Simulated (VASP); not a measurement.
# Si2WC3 (P1) in VASP: relaxation of cell and atoms with PBE

Aim: the relaxation of cell and atoms of Si2WC3 with PBE.

Program: VASP 6.6.1. These are calculated values, not measurements. Logs are shortened: lines on timing, memory, paths and dates and some standing lists are left out, and cuts for length are marked.

## 1. Starting point

The typed cell holds 12 atoms: a = 6.127 Å, b = 3.024 Å, c = 8.144 Å, α = 89.51°, β = 92.16°, γ = 121.07°.

The cell was built by a generator and needn't be a form met in nature.

## 2. Relaxation of cell and atoms, PBE

Contents of INCAR:

```
  PREC = Normal
  ENCUT = 520
  EDIFF = 1E-5
  ISMEAR = 0
  SIGMA = 0.05
  LREAL = Auto
  LASPH = T
  NELM = 80
  ALGO = Fast
  ISIF = 3
  LWAVE = F
  LCHARG = F
  GGA = PE
  IBRION = 2
  NSW = 110
  EDIFFG = -0.03
  ISYM = 0
  KPAR = 2
```

Contents of KPOINTS:

```
regular mesh
0
Gamma
  7 7 2
```

Contents of POSCAR:

```
Si2WC3
1.0
    6.1255401900     -0.0341861700     -0.1149209500
   -1.5461881000      2.5984254100      0.0125142500
   -0.1542407600     -0.0502623300      8.1419384900
Si W C
4 2 6
Direct
    0.9914807700      0.9389777400      0.9033637100
    0.5084422100      0.9950147100      0.8860859700
    0.1544749300      0.6444001900      0.5733111900
    0.7025073300      0.6530280400      0.5689442300
    0.9795651600      0.9569270500      0.2216133100
    0.4705306600      0.9908410700      0.1952474000
    0.1945070400      0.6557994700      0.0147442000
    0.6958177000      0.7368415400      0.0191280900
    0.9905093400      0.0022179600      0.6561782000
    0.5049665900      0.0009186900      0.6753300700
    0.1796918400      0.6932869400      0.3618678300
    0.6615664300      0.6814214100      0.3545785000
```

Potentials or basis: VASP PAW PBE potentials, release 64 (Si, W_sv, C).

Run with:

```console
$ cat potpaw_PBE.64/Si/POTCAR potpaw_PBE.64/W_sv/POTCAR potpaw_PBE.64/C/POTCAR > POTCAR
$ mpirun -np 2 vasp_std > vasp.out
```

OUTCAR:

```text
PREC = Normal
   ENCUT = 520
   EDIFF = 1E-5
   ISMEAR = 0
   LREAL = Auto
   LASPH = T
   NELM = 80
   ISIF = 3
   GGA = PE
   IBRION = 2
   NSW = 110
   EDIFFG = -0.03
   ISYM = 0

 ion  position               nearest neighbor table
   1  0.991  0.939  0.903-   8 1.88   9 2.02   7 2.03   7 2.06   5 2.60   2 2.86   2 3.05   4 3.07
                             2 3.09   2 3.14
   2  0.508  0.995  0.886-  10 1.72   8 1.98   7 1.99   8 2.19   6 2.54   1 2.86   1 3.05   1 3.09
                             3 3.09   4 3.12   1 3.14
   3  0.154  0.644  0.573-  11 1.73   9 1.80   9 1.95  10 1.99   4 2.78   4 2.84   2 3.09   5 3.32

   4  0.703  0.653  0.569-   9 1.65  12 1.76  10 1.92  10 2.17   3 2.78   3 2.84   1 3.07   2 3.12
                             5 3.23
   5  0.980  0.957  0.222-  12 2.03  11 2.08   8 2.19  11 2.21   7 2.50   1 2.60   7 2.61   6 2.97
                             6 2.98   6 3.03   6 3.17   4 3.23   3 3.32
   6  0.471  0.991  0.195-   7 2.03  11 2.08  12 2.20  12 2.22   8 2.41   8 2.44   2 2.54   5 2.97
                             5 2.98   5 3.03   5 3.17
   7  0.195  0.656  0.015-   2 1.99   1 2.03   6 2.03   1 2.06   5 2.50   5 2.61
   8  0.696  0.737  0.019-   1 1.88   2 1.98   5 2.19   2 2.19   6 2.41   6 2.44
   9  0.991  0.002  0.656-   4 1.65   3 1.80   3 1.95   1 2.02
  10  0.505  0.001  0.675-   2 1.72   4 1.92   3 1.99   4 2.17
  11  0.180  0.693  0.362-   3 1.73   5 2.08   6 2.08   5 2.21
  12  0.662  0.681  0.355-   4 1.76   5 2.03   6 2.20   6 2.22

IMPORTANT INFORMATION: All symmetrisations will be switched off!
NOSYMM: (Re-)initialisation of all symmetry stuff for point group C_1.

----------------------------------------------------------------------------------------

                                     Primitive cell

  volume of cell :     129.1118

  direct lattice vectors                    reciprocal lattice vectors
     6.125540190 -0.034186170 -0.114920950     0.163864519  0.097489422  0.003706075
    -1.546188100  2.598425410  0.012514250     0.002200556  0.386146209  0.002425470
    -0.154240760 -0.050262330  8.141938490     0.002309515  0.000782522  0.122869456

  length of vectors
     6.126713486  3.023684649  8.143554438     0.190707899  0.386160096  0.122893651

  position of ions in fractional coordinates (direct lattice)
     0.991480770  0.938977740  0.903363710
     0.508442210  0.995014710  0.886085970
     0.154474930  0.644400190  0.573311190
     0.702507330  0.653028040  0.568944230
     0.979565160  0.956927050  0.221613310
     0.470530660  0.990841070  0.195247400
     0.194507040  0.655799470  0.014744200
     0.695817700  0.736841540  0.019128090
     0.990509340  0.002217960  0.656178200
     0.504966590  0.000918690  0.675330070
     0.179691840  0.693286940  0.361867830
     0.661566430  0.681421410  0.354578500

  ion indices of the primitive-cell ions
   primitive index   ion index
                 1           1
                 2           2
                 3           3
                 4           4
                 5           5
                 6           6
                 7           7
                 8           8
                 9           9
                10          10
                11          11
                12          12

----------------------------------------------------------------------------------------

 KPOINTS: regular mesh

Automatic generation of k-mesh.
 Grid dimensions read from file:
 generate k-points for:    7    7    2

 Generating k-lattice:

  Cartesian coordinates                     Fractional coordinates (reciprocal lattice)
     0.023409217  0.013927060  0.000529439     0.142857143 -0.000000000 -0.000000000
     0.000314365  0.055163744  0.000346496     0.000000000  0.142857143  0.000000000
     0.001154757  0.000391261  0.061434728     0.000000000 -0.000000000  0.500000000

  Length of vectors
     0.027243986  0.055165728  0.061446825

  Shift w.r.t. Gamma in fractional coordinates (k-lattice)
     0.000000000  0.000000000  0.000000000

 Subroutine IBZKPT returns following result:
 ===========================================

 Found     50 irreducible k-points:

 Following reciprocal coordinates:
            Coordinates               Weight
  0.000000  0.000000  0.000000      1.000000
  0.142857 -0.000000 -0.000000      2.000000
  0.285714 -0.000000 -0.000000      2.000000
  0.428571 -0.000000 -0.000000      2.000000
  0.000000  0.142857 -0.000000      2.000000
  0.142857  0.142857 -0.000000      2.000000
[... 16 lines left out ...]
 -0.428571  0.428571 -0.000000      2.000000
 -0.285714  0.428571 -0.000000      2.000000
 [... further k-points ...]
   k-points           NKPTS =     50   k-points in BZ     NKDIM =     50   number of bands    NBANDS=     41
   number of dos      NEDOS =    301   number of ions     NIONS =     12
   total plane-waves  NPLWV =  31104
   dimension x,y,z NGX =    36 NGY =   18 NGZ =   48
   dimension x,y,z NGXF=    72 NGYF=   36 NGZF=   96
   ions per type =               4   2   6
   NGX,Y,Z   is equivalent  to a cutoff of   9.77,  9.90,  9.80 a.u.
   NGXF,Y,Z  is equivalent  to a cutoff of  19.54, 19.79, 19.60 a.u.
 SYSTEM =  unknown system
   PREC   = normal    normal or accurate (medium, high low for compatibility)
   ISTART =      0    job   : 0-new  1-cont  2-samecut
   ICHARG =      2    charge: 1-file 2-atom 10-const
   ISPIN  =      1    spin polarized calculation?
   LNONCOLLINEAR =      F non collinear calculations
   LSORBIT =      F    spin-orbit coupling
   LASPH  =      T    aspherical Exc in radial PAW
   ENCUT  =  520.0 eV  38.22 Ry    6.18 a.u.  11.39  5.62 15.14*2*pi/ulx,y,z
   NELM   =     80;   NELMIN=  2; NELMDL= -5     # of ELM steps
   EDIFF  = 0.1E-04   stopping-criterion for ELM
   LREAL  =      T    real-space projection
   EDIFFG = -.3E-01   stopping-criterion for IOM
   NSW    =    110    number of steps for IOM
   IBRION =      2    ionic relax: 0-MD 1-quasi-New 2-CG
   NFREE  =      1    steps in history (QN), initial steepest desc. (CG)
   ISIF   =      3    stress and relaxation
   ISYM   =      0    0-nonsym 1-usesym 2-fastsym
   POTIM  = 0.5000    time-step for ionic-motion
   TEBEG  =    0.0;   TEEND  =   0.0 temperature during run
   PSTRESS=    0.0 pullay stress
   NELECT =      68.0000    total number of electrons
   NUPDOWN=      -1.0000    fix difference up-down
   EMIN   =  10.00;   EMAX   =-10.00  energy-range for DOS
   EFERMI =   0.00;   METHOD = LEGACY
   ISMEAR =     0;   SIGMA  =   0.05  broadening in eV -4-tet -1-fermi 0-gaus
   EFERMI_NEDOS =   21; number of points for ismear=-14 and -15
   IALGO  =     68    algorithm
   IMIX   =      4    mixing-type and parameters
     AMIX     =   0.40;   BMIX     =  1.00
     AMIX_MAG =   1.60;   BMIX_MAG =  1.00
  volume/ion in A,a.u.               =      10.76        72.61
  Fermi-wavevector in a.u.,A,eV,Ry     =   1.322074  2.498358 23.781349  1.747880
  Thomas-Fermi vector in A             =   2.451782
   LORBIT       =      0    0 simple, 1 ext, 2 COOP (PROOUT), +10 PAW based schemes
   GGA     = PE    functional components
   LHFCALC =     F    Hartree Fock is set to
   AEXX    =    0.0000 exact exchange contribution
   IVDW    =     0    specifies the selected vdW correction
   LEPSILON=     F    determine dielectric tensor
   LRPA    =     F    only Hartree local field effects (RPA)
 conjugate gradient relaxation of ions
 non-spin polarized calculation
 RMM-DIIS sequential band-by-band and
 Gauss-broadening in eV      SIGMA  =   0.05
  energy-cutoff  :      520.00
  volume of cell :      129.11
 maximum number of plane-waves:      3502
   NGX = 23   NGY = 11   NGZ = 31

--------------------------------------- Ionic step        1  -------------------------------------------

 number of electron      68.0000004 magnetization

 Free energy of the ion-electron system (eV)
  ---------------------------------------------------
  ext. energy  EPLUGINS =         0.00000000
  ---------------------------------------------------
  free energy    TOTEN  =       -97.77801008 eV

  energy without entropy =      -97.77801006  energy(sigma->0) =      -97.77801007

------------------------ aborting loop because EDIFF is reached ----------------------------------------

  FORCE on cell =-STRESS in cart. coord.  units (eV):
  Direction    XX          YY          ZZ          XY          YZ          ZX
  --------------------------------------------------------------------------------------
  -------------------------------------------------------------------------------------
  Total        1.7536714      4.0945958      4.8373245      4.9038761      2.3532377      6.4659496
  in kB       21.7616962     50.8107454     60.0274294     60.8532836     29.2018473     80.2373987
  external PRESSURE =      44.1999570 kB  Pullay stress =       0.0000000 kB
[... 119 lines left out ...]
  FREE ENERGIE OF THE ION-ELECTRON SYSTEM (eV)
  ---------------------------------------------------
  free  energy   TOTEN  =      -100.2689777104 eV

  energy  without entropy=     -100.2689777082  energy(sigma->0) =     -100.26897771

 E-fermi :  10.1315     XC(G=0): -12.0791

 val. band max:        9.6820623247   @ k =   0.1429  -0.0000   0.5000
 cond. band min:      10.3857006315   @ k =   0.2857   0.1429  -0.0000
 fundamental gap:      0.7036383068
 Fermi energy:        10.1314546616

 k-point     1 :       0.0000    0.0000    0.0000
  band No.  band energies     occupation
      1     -64.6287      2.00000
      2     -64.5918      2.00000
      3     -29.1546      2.00000
      4     -28.8960      2.00000
      5     -28.8002      2.00000
      6     -28.7269      2.00000
[... 1045 lines left out ...]
     40      13.4806      0.00000
     41      14.0313      0.00000

 [... further k-points ...]

[... ionic steps 4 to 17 ...]

--------------------------------------- Ionic step       18  -------------------------------------------

 number of electron      68.0000003 magnetization

------------------------ aborting loop because EDIFF is reached ----------------------------------------
[... 87 lines left out ...]
--------------------------------------- Ionic step       20  -------------------------------------------

 number of electron      68.0000001 magnetization

 Free energy of the ion-electron system (eV)
  ---------------------------------------------------
  ext. energy  EPLUGINS =         0.00000000
  ---------------------------------------------------
  free energy    TOTEN  =      -101.26227300 eV

  energy without entropy =     -101.26227300  energy(sigma->0) =     -101.26227300

 E-fermi :   9.8717     XC(G=0): -12.0748

 val. band max:        9.6266960889   @ k =   0.1429  -0.0000   0.5000
 cond. band min:      10.4020561283   @ k =   0.2857   0.1429  -0.0000
 fundamental gap:      0.7753600394
 Fermi energy:         9.8717096036

 k-point     1 :       0.0000    0.0000    0.0000
  band No.  band energies     occupation
      1     -64.6324      2.00000
      2     -64.5973      2.00000
      3     -29.1540      2.00000
      4     -28.9029      2.00000
      5     -28.8079      2.00000
      6     -28.7336      2.00000
[... 1045 lines left out ...]
     40      13.5052      0.00000
     41      13.8998      0.00000

 [... further k-points ...]
[... 5 lines left out ...]
  --------------------------------------------------------------------------------------
  -------------------------------------------------------------------------------------
  Total        0.0248483      0.0179636      0.0307941     -0.0000056      0.0031261      0.0239091
  in kB        0.3125928      0.2259824      0.3873914     -0.0000700      0.0393265      0.3007775
  external PRESSURE =       0.3086555 kB  Pullay stress =       0.0000000 kB
[... 27 lines left out ...]
  FREE ENERGIE OF THE ION-ELECTRON SYSTEM (eV)
  ---------------------------------------------------
  free  energy   TOTEN  =      -101.2622730045 eV

  energy  without entropy=     -101.2622730045  energy(sigma->0) =     -101.26227300

 reached required accuracy - stopping structural energy minimisation
```

Wall time 9.3 min (2 MPI ranks of AMD EPYC 9R45 (Zen 5), shared host); peak memory 0.27 GiB.

What came out:

* Free energy: -101.2623 eV
* Relaxed volume: 10.61 Å³/atom
* Relaxed cell: a = 6.028 Å, b = 3.014 Å, c = 8.094 Å, α = 90.00°, β = 90.01°, γ = 120.01°
* Space group after relaxing (to 0.05 Å): P3m1 (No. 156)
* Energy gained by relaxing: 290.4 meV/atom
* Ionic steps: 20
* Pressure after relaxing: 0.0 GPa
* Largest force after relaxing: 0.024 eV/Å
* Band gap on the k mesh: 0.78 eV, indirect (least direct gap 1.01 eV)

Forces in eV/Å, atoms in the order of the input:
```
Si   0.000 -0.005 -0.022
Si  -0.010 -0.007 -0.005
Si  -0.020  0.000  0.014
Si  -0.001  0.005 -0.002
W    0.011 -0.010  0.018
W    0.009 -0.010  0.020
C    0.006 -0.009 -0.006
C   -0.006  0.010 -0.015
C    0.002  0.012  0.014
C   -0.003  0.014  0.003
C    0.000  0.000 -0.004
C    0.012  0.002 -0.016
```

Step by step:
```
step  energy change (eV)  largest force (eV/Å)  pressure (GPa)  volume (Å³)
   1              0.0000                7.6167            4.42       129.11
   2             -1.3939                5.2034           -6.01       134.58
   3             -2.4910                2.9987           -6.65       132.07
   4             -3.0530                2.2777            6.10       125.21
   5             -3.1768                1.5839            1.65       127.14
   6             -3.3933                0.7096           -0.80       127.75
   7             -3.4001                0.5998           -0.57       127.66
   8             -3.4504                0.4470            0.28       127.19
   9             -3.4506                0.4743            0.34       127.16
  10             -3.4685                0.3760            0.29       127.26
  11             -3.4699                0.2429            0.28       127.24
  12             -3.4782                0.1646           -0.40       127.55
  13             -3.4782                0.1625           -0.39       127.54
  14             -3.4817                0.0947            0.22       127.28
  15             -3.4817                0.1045            0.26       127.25
  16             -3.4832                0.0836           -0.04       127.41
  17             -3.4832                0.0992           -0.17       127.46
  18             -3.4840                0.0401           -0.02       127.38
  19             -3.4840                0.0474            0.02       127.36
  20             -3.4843                0.0244            0.03       127.36
```

Final structure:
```
Si W C
1.0
     6.02831    0.00011   -0.00020
    -1.50776    2.61009    0.00014
    -0.00095   -0.00068    8.09419
Si W C
4 2 6
Direct
  0.00298 0.99601 0.89798
  0.50307 0.99532 0.89797
  0.16993 0.66161 0.58323
  0.66978 0.66143 0.58336
  0.00241 0.99680 0.20318
  0.50244 0.99672 0.20317
  0.16948 0.66318 0.00270
  0.66948 0.66242 0.00276
  0.00315 0.99487 0.67059
  0.50315 0.99468 0.67069
  0.16920 0.66343 0.35734
  0.66899 0.66318 0.35744
```

Levels at points of the mesh, in eV from the valence-band top:
```csv
k point,band 32,band 33,band 34,band 35,band 36,band 37
"(0.00, 0.00, 0.00)",-1.24,-1.24,-0.25,1.27,1.77,1.79
"(0.00, 0.00, 0.50)",-1.32,-1.31,-0.02,0.99,1.73,1.74
```

Caveat: spin-orbit coupling is left out, which moves the levels of the heavy elements; an odd mesh through Γ misses points on the zone boundary, where band edges often lie. Expect the measured gap to be larger: semilocal functionals such as PBE lack the derivative discontinuity.
